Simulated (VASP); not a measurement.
Input:

```xyz
2
Lattice="0.0000 3.5936 3.5936 3.5936 0.0000 3.5936 3.5936 3.5936 0.0000" Properties=species:S:1:pos:R:3 pbc="T T T"
Ba     0.0000     0.0000     0.0000
Te     3.5936     3.5936     3.5936
```

Computed with r2SCAN+rVV10, VASP's PBE PAW potentials (set 64) (plane waves; VASP). Run with 520 eV cut-off, 7×7×7 Γ-centred mesh, Gaussian smearing of 0.050 eV, potentials Ba_sv Te.

Q: The job: BaTe (rock salt), 2 atoms, r2SCAN+rVV10, static run, 520 eV, 7×7×7 Γ-centred mesh. Roughly how much core time does it take on a busy server core?

A: About 3 core-minutes (one run on a shared machine, a rough figure). It had 20 irreducible k-points, 12 bands, up to 2541 plane waves and 23 electronic steps.

The compound is BaTe in the rock salt structure. This cell is one point of a volume scan, at 1.06 of the reference volume.
